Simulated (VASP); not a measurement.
Output of a VASP run:

File OSZICAR:
```
       N       E                     dE             d eps       ncg     rms          rms(c)
DAV:   1     0.578273864577E+02    0.57827E+02   -0.71062E+03  1176   0.117E+03
DAV:   2    -0.112797504049E+02   -0.69107E+02   -0.63709E+02  1260   0.198E+02
DAV:   3    -0.133545365774E+02   -0.20748E+01   -0.20211E+01  1428   0.330E+01
DAV:   4    -0.133727420469E+02   -0.18205E-01   -0.18193E-01  1352   0.362E+00
DAV:   5    -0.133730237179E+02   -0.28167E-03   -0.28183E-03  1400   0.483E-01    0.924E+00
DAV:   6    -0.121191096224E+02    0.12539E+01   -0.72154E+00  1276   0.300E+01    0.380E+00
DAV:   7    -0.120408972974E+02    0.78212E-01   -0.34459E-01  1212   0.700E+00    0.169E+00
DAV:   8    -0.120140607156E+02    0.26837E-01   -0.29502E-02  1340   0.132E+00    0.414E-01
DAV:   9    -0.120127571072E+02    0.13036E-02   -0.44874E-03  1324   0.802E-01    0.190E-01
DAV:  10    -0.120128818561E+02   -0.12475E-03   -0.24296E-04  1272   0.134E-01    0.352E-02
DAV:  11    -0.120128755823E+02    0.62737E-05   -0.10954E-05  1360   0.306E-02    0.139E-02
DAV:  12    -0.120128758945E+02   -0.31218E-06   -0.26664E-06  1248   0.120E-02    0.288E-03
DAV:  13    -0.120128755753E+02    0.31917E-06   -0.27688E-07  1264   0.574E-03    0.751E-04
DAV:  14    -0.120128756437E+02   -0.68351E-07   -0.16542E-08   704   0.127E-03
   1 F= -.12012876E+02 E0= -.12012876E+02  d E =0.000000E+00
```

### OUTCAR
```
------------------------ aborting loop because EDIFF is reached ----------------------------------------
  FORCE on cell =-STRESS in cart. coord.  units (eV):
  Direction    XX          YY          ZZ          XY          YZ          ZX
  --------------------------------------------------------------------------------------
  Total       -0.0275696     -0.0275696     -0.0275696      0.0000000      0.0000000      0.0000000
  in kB       -0.7925490     -0.7925490     -0.7925490      0.0000000      0.0000000      0.0000000
  external PRESSURE =      -0.7925490 kB  Pullay stress =       0.0000000 kB
  volume of cell :       55.73
      direct lattice vectors                 reciprocal lattice vectors
     0.000000000  3.031759426  3.031759426    -0.164920737  0.164920737  0.164920737
     3.031759426  0.000000000  3.031759426     0.164920737 -0.164920737  0.164920737
     3.031759426  3.031759426  0.000000000     0.164920737  0.164920737 -0.164920737
 POSITION                                       TOTAL-FORCE (eV/Angst)
 -----------------------------------------------------------------------------------
      1.51588      1.51588      1.51588        -0.000000      0.000000      0.000000
      4.54764      4.54764      4.54764         0.000000     -0.000000     -0.000000
      0.00000      0.00000      0.00000         0.000000     -0.000000      0.000000
 -----------------------------------------------------------------------------------
    total drift:                                0.000000     -0.000000      0.000000
  FREE ENERGIE OF THE ION-ELECTRON SYSTEM (eV)
  ---------------------------------------------------
  free  energy   TOTEN  =       -12.0128756437 eV

  energy  without entropy=      -12.0128756437  energy(sigma->0) =      -12.01287564

 total charge

# of ion       s       p       d       tot
------------------------------------------
    1        0.395   0.346   0.000   0.741
    2        0.395   0.346   0.000   0.741
    3        0.747   0.664   8.544   9.954
--------------------------------------------------
tot          1.536   1.356   8.544  11.436

 Electric field gradients after diagonalization (V/A^2)
 (convention: |V_zz| > |V_xx| > |V_yy|)
----------------------------------------------------------------------
 ion       V_xx      V_yy      V_zz     asymmetry (V_yy - V_xx)/ V_zz
----------------------------------------------------------------------
   1      -0.000    -0.000     0.000       0.000
   2      -0.000    -0.000     0.000       0.000
   3       0.000     0.000    -0.000       0.000
```
(Selected blocks of OUTCAR.)

POSCAR:
```
AuAl2
1
    0.0000000000     3.0317594264     3.0317594264
    3.0317594264     0.0000000000     3.0317594264
    3.0317594264     3.0317594264     0.0000000000
Al Au
2 1
Direct
  0.2500000000   0.2500000000   0.2500000000
  0.7500000000   0.7500000000   0.7500000000
  0.0000000000   0.0000000000   0.0000000000
```

Problem. Write an INCAR and KPOINTS that could have produced this output.

Solution. One answer among several that fit: the input of the run itself, PW91 GGA, plane waves, VASP's PBE PAW potentials (set 64).

INCAR:
```
# general
SYSTEM  = AuAl2
PREC    = Accurate
ENCUT   = 520
LREAL   = .FALSE.
LASPH   = .TRUE.

# electronic loop
EDIFF   = 1E-7
NELM    = 100
ALGO    = Normal
LMAXMIX = 6

# smearing
ISMEAR  = -5

# functional
GGA     = 91

# ions
ISIF    = 2

# output
LWAVE   = .FALSE.
LCHARG  = .TRUE.
LORBIT  = 11
NEDOS   = 601

# other
LEFG    = .TRUE.
```

File KPOINTS:
```
kpoints
0
G
  10 10 10
```

POTCAR, in this order: Al Au (PBE.64 set). Program: vasp_std.

For a metal the tetrahedron method with Blöchl corrections gives inexact stress and forces.

The compound is AuAl2 in the fluorite structure. It was relaxed first. The electron count is odd and the run is not spin-polarised, which forces a metal.
